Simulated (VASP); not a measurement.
# Absorption of MgO from time-dependent hybrids, part 3 of 3

Which functionals bind an exciton in MgO? The cell is of the rock-salt type, one of the forms listed for this formula. The start is a computed cell from the Materials Project.

VASP 6.6.1, plane waves and PAW; the level of theory is named at each step.

So far, lowest excitation (eV): step 4 (casida equation on LDA, time-dependent LDA, Casida form) 4.81; step 8 (casida equation on HSE06, time-dependent HSE06, Casida form) 6.53.

### Step 9. Ground state at PBE0

This step: PBE0; plane waves and PAW (Mg, O) (VASP 6.6.1).

The orbitals come from a self-consistent PBE0 run. EDIFF is tight for accurate orbitals, and a narrow smearing avoids fractional occupations.

File INCAR:

```
SYSTEM = MgO
PREC = Accurate
ENCUT = 420
EDIFF = 1E-08
NELM = 100
ISMEAR = 0
SIGMA = 0.01
LREAL = .FALSE.
ALGO = Normal
LHFCALC = .TRUE.
AEXX = 0.25
GGA = PE
LASPH = .TRUE.
NBANDS = 10
PRECFOCK = Fast
LORBIT = 11
LWAVE = .TRUE.
LCHARG = .FALSE.
KPAR = 4
```

File POSCAR:

```
MgO
1.0
    0.0000000000      2.0970013927      2.0970013927
    2.0970013927      0.0000000000      2.0970013927
    2.0970013927      2.0970013927      0.0000000000
Mg O
1 1
Direct
    0.0000000000      0.0000000000      0.0000000000
    0.5000000000      0.5000000000      0.5000000000
```

File KPOINTS:

```
Automatic mesh
0
Gamma
6 6 6
0 0 0
```

The projector-augmented-wave data sets are Mg and O (PBE family, release 64).

The run is started by

```console
mpirun -np 4 vasp_std
```

Output:

```text
[... set-up lines as in an earlier step ...]
 entering main loop
       N       E                     dE             d eps       ncg     rms          rms(c)
DAV:   1    -0.148213923865E+02   -0.14821E+02   -0.86824E-01   320   0.627E+00    0.707E-01
DAV:   2    -0.148126266536E+02    0.87657E-02   -0.24176E-02   332   0.145E+00    0.329E-01
DAV:   3    -0.148107406310E+02    0.18860E-02   -0.15941E-02   328   0.777E-01    0.214E-01
DAV:   4    -0.148107358265E+02    0.48046E-05   -0.51945E-04   330   0.141E-01    0.143E-01
DAV:   5    -0.148105236393E+02    0.21219E-03   -0.18564E-04   320   0.125E-01    0.713E-02
DAV:   6    -0.148104785866E+02    0.45053E-04   -0.54653E-05   324   0.693E-02    0.370E-02
DAV:   7    -0.148104611527E+02    0.17434E-04   -0.44893E-06   322   0.226E-02    0.218E-02
DAV:   8    -0.148104549870E+02    0.61657E-05   -0.34623E-06   332   0.142E-02    0.134E-02
DAV:   9    -0.148104531083E+02    0.18787E-05   -0.88217E-07   328   0.883E-03    0.815E-03
DAV:  10    -0.148104524890E+02    0.61932E-06   -0.22449E-07   326   0.561E-03    0.478E-03
DAV:  11    -0.148104523029E+02    0.18611E-06   -0.83136E-08   330   0.345E-03    0.278E-03
DAV:  12    -0.148104522559E+02    0.47017E-07   -0.29303E-08   332   0.196E-03    0.165E-03
DAV:  13    -0.148104522504E+02    0.54347E-08   -0.11294E-08   254   0.116E-03
   1 F= -.14810452E+02 E0= -.14810452E+02  d E =-.858561E-22
 writing wavefunctions
```

The job ended after 39 s (4 MPI ranks of AMD EPYC 7R43, shared host; peak memory 0.37 GiB; 2.6 min of CPU time).

From OUTCAR (step 9):

```text
   NELECT =       8.0000    total number of electrons

 E-fermi :   1.6926

 k-point     1 :       0.0000    0.0000    0.0000
  band No.  band energies     occupation
      1     -17.2773      2.00000
      2       1.6283      2.00000
      3       1.6283      2.00000
      4       1.6284      2.00000
      5       8.9718      0.00000
      6      20.2616      0.00000
      7      20.2616      0.00000
      8      20.2616      0.00000
      9      24.1927      0.00000
    ...

 POSITION                                       TOTAL-FORCE (eV/Angst)
 -----------------------------------------------------------------------------------
      0.00000      0.00000      0.00000        -0.000000     -0.000000      0.000000
      2.09700      2.09700      2.09700         0.000000      0.000000     -0.000000
 -----------------------------------------------------------------------------------
    total drift:                               -0.000000     -0.000000      0.000000

  FREE ENERGIE OF THE ION-ELECTRON SYSTEM (eV)
  ---------------------------------------------------
  free  energy   TOTEN  =       -14.8104522504 eV

  energy  without entropy=      -14.8104522504  energy(sigma->0) =      -14.81045225

[... 9 parts as in an earlier step ...]

[... 9 further parts left out ...]
```

Numbers from this step:

```
free energy (TOTEN)            : -14.81 eV
Fermi energy                   : 1.693 eV
gap on the k-mesh              : 7.343 eV
least direct gap on the k-mesh : 7.343 eV
```

### Step 10. Empty bands, functional PBE0

ALGO = Exact diagonalises the converged Hamiltonian in one step, and LOPTICS writes the k-derivatives of the orbitals (WAVEDER), which give the transition dipoles.

File INCAR:

```
SYSTEM = MgO
PREC = Accurate
ENCUT = 420
ISMEAR = 0
SIGMA = 0.01
LREAL = .FALSE.
LHFCALC = .TRUE.
AEXX = 0.25
GGA = PE
LASPH = .TRUE.
NBANDS = 20
PRECFOCK = Fast
ALGO = Exact
NELM = 1
LWAVE = .TRUE.
LCHARG = .FALSE.
LOPTICS = .TRUE.
NEDOS = 1000
CSHIFT = 0.1
```

POSCAR is that of step 9.

KPOINTS is that of step 9.

The run starts from files that an earlier step left in the folder.

The run is started by

```console
mpirun -np 4 vasp_std
```

Output:

```text
[... set-up lines as in an earlier step ...]
 entering main loop
       N       E                     dE             d eps       ncg     rms          rms(c)
DIA:   1    -0.148104522724E+02   -0.14810E+02    0.00000E+00     0   0.000E+00
   1 F= -.14810452E+02 E0= -.14810452E+02  d E =-.106851E-18
 writing wavefunctions
 optical routines
 imaginary and real dielectric function
 recalculating local potential from charge density
 direction            1
 direction            2
 direction            3
```

Elapsed: 2.1 min, on 4 MPI ranks; peak memory 0.42 GiB; 8.2 min of CPU time.

OUTCAR, selected parts (step 10):

```text
 POSITION                                       TOTAL-FORCE (eV/Angst)
 -----------------------------------------------------------------------------------
      0.00000      0.00000      0.00000         0.000000     -0.000000      0.000000
      2.09700      2.09700      2.09700        -0.000000      0.000000     -0.000000
 -----------------------------------------------------------------------------------
    total drift:                               -0.000000     -0.000000     -0.000000

  FREE ENERGIE OF THE ION-ELECTRON SYSTEM (eV)
  ---------------------------------------------------
  free  energy   TOTEN  =       -14.8104522724 eV

  energy  without entropy=      -14.8104522724  energy(sigma->0) =      -14.81045227

[... 2 parts as in an earlier step ...]

[... 1 further part left out ...]
[key lines of the parts left out:]
E-fermi :   1.6870
```

### Step 11. Casida equation on PBE0

This step: time-dependent PBE0, Casida form; plane waves and PAW (Mg, O) (VASP 6.6.1).

The Casida equation, in the Tamm-Dancoff approximation (ANTIRES = 0), couples the pairs by a local exchange-correlation kernel and by exact exchange, which attracts electron and hole.

File INCAR:

```
SYSTEM = MgO
PREC = Accurate
ENCUT = 420
ISMEAR = 0
SIGMA = 0.01
LREAL = .FALSE.
LHFCALC = .TRUE.
AEXX = 0.25
GGA = PE
LASPH = .TRUE.
NBANDS = 20
PRECFOCK = Fast
ALGO = TDHF
NBANDSO = 4
NBANDSV = 4
OMEGAMAX = 25
NEDOS = 1000
CSHIFT = 0.1
LWAVE = .FALSE.
LCHARG = .FALSE.
ANTIRES = 0
LFXC = .TRUE.
LADDER = .TRUE.
```

POSCAR is that of step 10.

KPOINTS is that of step 10.

The WAVECAR or CHGCAR of an earlier step is read.

The run is started by

```console
mpirun -np 4 vasp_std
```

Output:

```text
[banner, memory and clock lines left out]
 LDA part: xc-table for (Slater+PW92), standard interpolation
 found WAVECAR, reading the header
 POSCAR, INCAR and KPOINTS ok, starting setup
 FFT: planning ... GRIDC
 FFT: planning ... GRID_SOFT
 FFT: planning ... GRID
 reading WAVECAR
 the WAVECAR file was read successfully
 initial charge from wavefunction
 available memory per node:    190.90 GB, setting MAXMEM to    195478

 The Fermi energy was updated, please check that it is located mid-gap
 values below the HOMO (VB) or above the LUMO (CB) will cause erroneous energies
 E-fermi :   5.3002

 Doing            0  frequencies on each core in blocks of            0
 parallelization over k-points
 Using distributed matrix
 Using distributed eigensolver
 allocating two-electron 4 orbital integral table    4    4    4    4
 BSE setting up matrix
 available memory per node:    190.83 GB, setting MAXMEM to    195408
 Calculate matrix elements of the BSE Hamiltonian:
 Workload is divided into blocks of two-electron 4 orbital integrals computed in
  parallel.
 Each block/integral has dimensions  of (   4,   4,   4,   4) orbitals
 Total number of blocks/integrals:                23436
 Number of spins:                                     1
 Number of kpoints:                                 216
 Spin channel:                                        1
  Number of blocks of unoccupied bands:               1
  Number of blocks of occupied bands:                 1
 Number of rows/columns of blocks:                  216

                                                        Time (sec)
               Integrals                 Ranks       Real         CPU
  [         1 -        864/     23436]     4         0.68        0.00
  [       865 -       1728/     23436]     4         1.34        0.00
  [      1729 -       2592/     23436]     4         2.03        0.00
  [      2593 -       3456/     23436]     4         2.71        0.00
  [      3457 -       4320/     23436]     4         3.38        0.00
  [      4321 -       5184/     23436]     4         4.05        0.00
  [      5185 -       6048/     23436]     4         4.72        0.00
  [      6049 -       6912/     23436]     4         5.40        0.00
  [      6913 -       7776/     23436]     4         6.05        0.00
  [      7777 -       8640/     23436]     4         6.75        0.00
  [      8641 -       9504/     23436]     4         7.46        0.00
  [      9505 -      10368/     23436]     4         8.15        0.00
  [     10369 -      11232/     23436]     4         8.84        0.00
  [     11233 -      12096/     23436]     4         9.53        0.00
  [     12097 -      12960/     23436]     4        10.22        0.00
  [     12961 -      13824/     23436]     4        10.93        0.00
  [     13825 -      14688/     23436]     4        11.62        0.00
  [     14689 -      15552/     23436]     4        12.32        0.00
  [     15553 -      16416/     23436]     4        13.02        0.00
  [     16417 -      17280/     23436]     4        13.72        0.00
  [     17281 -      18144/     23436]     4        14.43        0.00
  [     18145 -      19008/     23436]     4        15.13        0.00
  [     19009 -      19872/     23436]     4        15.84        0.00
  [     19873 -      20736/     23436]     4        16.55        0.00
  [     20737 -      21600/     23436]     4        17.25        0.00
  [     21601 -      22464/     23436]     4        17.95        0.00
  [     22465 -      23328/     23436]     4        18.66        0.00
  [     23329 -      23436/     23436]     4        18.83        0.00

[... 5 parts as in an earlier step ...]
```

Wall time 25 s (4 MPI ranks); peak memory 0.74 GiB; 98 s of CPU time.

OUTCAR, selected parts (step 11):

```text
   NELECT =       8.0000    total number of electrons

 E-fermi :   5.3002

[... 8 parts as in an earlier step ...]

[... 2 further parts left out ...]
```

This step gave:

* lowest excitation: 6.672 eV
* direct gap less the lowest excitation: 0.6711 eV

The imaginary dielectric function, xx has structure finer than the step of the table below, so its rows give means over 1 eV, whole bins alone (the curve runs from 0 to 25 eV). Peaks (eV: height): 8.2: 7.29, 10.0: 9.64, 11.2: 5.44, 11.7: 6.43, 12.5: 4.74, 13.0: 7.15, 17.4: 4.59.

From 4 filled and 4 empty bands alone, without any pair above OMEGAMAX = 25 eV, so strength is missing wherever others contribute; lines are broadened by CSHIFT, which also makes the tail under the first line. Table of imaginary dielectric function, xx by photon energy; means over each step:

```csv
photon energy (eV),"imaginary dielectric function, xx"
1,0.00261
2,0.00561
3,0.00953
4,0.0157
5,0.0285
6,0.131
7,0.615
8,2.09
9,1.05
10,3.56
11,2.77
12,3.16
13,3.26
14,2.16
15,1.89
16,1.74
17,2.79
18,2.21
19,1.70
20,1.40
21,0.803
22,0.144
23,0.218
24,0.0909
```

Some of the lowest 40 states alone, with states under 2.5 meV apart joined, scaled to the strongest line shown. Exciton lines, with heights relative to the strongest:

```csv
position (eV),lines merged,oscillator strength
6.672,3,28
8.204,3,100
8.323,3,0.0
8.331,2,0.0
8.394,3,0.0
8.402,5,0.0
9.073,3,32
9.101,3,0.0
9.114,3,0.0
9.135,3,0.0
9.727,1,0.0
9.732,3,10
9.771,3,0.0
9.794,1,0.0
```

The lowest excitation lies at 6.672 eV, -671 meV against the direct gap of these orbitals. No second mesh in this session tests these energies, peaks and heights, and most of the distance from the gap can be the mesh's own exchange term.

### Step 12. Summary

This step: time-dependent LDA, HSE06, PBE0; plane waves and PAW (VASP 6.6.1).

This step runs nothing: it gathers the runs above.

Cost is wall time times ranks on a shared host, for this step alone, without the steps before it. Excitations by level:

```csv
level,first excitation (eV),cost (core minutes)
Casida equation on LDA,4.811,1.21
Casida equation on HSE06,6.528,1.8
Casida equation on PBE0,6.672,1.67
```

### Step 13. Summary of results

| Property | Result |
| --- | --- |
| Casida equation on LDA | lowest vertical excitation 4.811 eV; direct gap 4.806 eV |
| Casida equation on HSE06 | lowest vertical excitation 6.528 eV; direct gap 6.605 eV |
| Casida equation on PBE0 | lowest vertical excitation 6.672 eV; direct gap 7.343 eV |

Time-dependent HSE06 puts the lowest vertical singlet excitation at 6.528 eV, 0.08 eV below the direct gap of 6.605 eV; the states within 10 meV of it carry 27 % of the strength of the strongest such group among the lowest 40 states. Time-dependent PBE0 puts the lowest vertical singlet excitation at 6.672 eV, 0.67 eV below the direct gap of 7.343 eV; the states within 10 meV of it carry 28 % of the strength of the strongest such group among the lowest 40 states. The LDA kernel binds nothing: its lowest excitation, 4.811 eV, sits at the direct gap of 4.806 eV. For the hybrids, on a mesh this coarse most of the distance from the gap can come from the q = 0 term of the exact exchange, which falls with the number of k points, so it doesn't show which functional binds an exciton. These are vertical excitations; an indirect gap can lie lower. The spectra were run on one mesh, so the distance from the gap isn't shown to be converged; coarse meshes tend to overstate it. Direct gaps by functional: 4.806 eV at LDA, 6.605 eV at HSE06 and 7.343 eV at PBE0. Exact exchange widens them. Unscreened exchange converges slowly with the mesh, in the gaps as in the binding, and the two errors partly cancel in the excitation energy. Only the bands set by NBANDSO and NBANDSV form pairs, and any pair above OMEGAMAX = 25 eV is dropped, so the spectrum is that of this window; the window can cut degenerate bands. The given cell is kept, although it stands at -7.5 GPa at LDA and ENCUT = 420 eV, which holds the mismatch of the given cell with this functional and any basis-set error. Not tabulated here, as repeats of values shown or as unfit to read for their mesh, reference level or band range: eps2 curves (empty bands); eps1 curves and static values (Casida equation, empty bands); line lists of runs without attraction (Casida equation); gaps (empty bands).

[Lines on the potential files, build, host, timing and source positions are cut from VASP's logs without a mark.]

[Logs are printed without paths, hosts, clocks, repeated set-up lines and the standing remarks that a program may print on its own settings, such as how far it seeks lower states.]

[Hosts, paths, dates, database ids (printed as entryN), source tags and the programs' standing remarks are cut or masked in the printed files.]

[Pressures printed for these runs are not shown converged in the cutoff: they can be off by several GPa and have the wrong sign.]
